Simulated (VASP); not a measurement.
Here is the system:

```xyz
20
Lattice="7.9410 0.0000 0.0000 -3.9705 6.8771 0.0000 0.0000 0.0000 6.1886" Properties=species:S:1:pos:R:3 pbc="T T T"
Bi     2.0152     5.5194     4.7038
Bi    -1.8171     5.8626     4.7038
Bi    -0.1981     2.3722     4.7038
Bi     3.7724     4.5049     1.6095
Bi     5.9857     1.3577     1.6095
Bi     2.1534     1.0145     1.6095
Bi     3.9705     2.2924     4.6624
Bi     0.0000     4.5847     1.5681
O      1.6948     3.9983     2.8343
O     -0.3395     6.3457     2.8343
O     -1.3553     3.4102     2.8343
O      2.6152     3.4669     5.9286
O      5.6653     2.8788     5.9286
O      3.6310     0.5314     5.9286
O      1.4648     0.9243     3.9593
O      6.4081     0.8064     3.9593
O      4.0386     5.1464     3.9593
O      0.0681     1.7307     0.8650
O     -2.5057     5.9528     0.8650
O      2.4376     6.0707     0.8650
```

Computed with PBEsol GGA, VASP's PBE PAW potentials (set 64) (plane waves; VASP). Settings: LREAL = Auto, 400 eV cut-off, 3×3×3 Γ-centred mesh, Fermi-Dirac smearing of 0.020 eV, potentials Bi_d O.

At this cut-off the stress carries a Pulay error, which pulls relaxed volumes low. Unless said otherwise, spin-orbit coupling is left out, though it shifts the bands of the heavy elements here.

Q: What does the run give for the energy per atom (σ→0), pressure, band gap (on the k-mesh) with the smallest direct gap where there is one?

A: 
```yaml
band gap (on the k-mesh): 1.39 eV
smallest direct gap (on the k-mesh): 1.39 eV
energy per atom (σ→0): -582.8 kJ/mol-atom
pressure: -12.12 GPa
```

The structure comes from a computed database's Bi2O3 entry; how it stands against other phases isn't given here. The cell was not relaxed at this level.
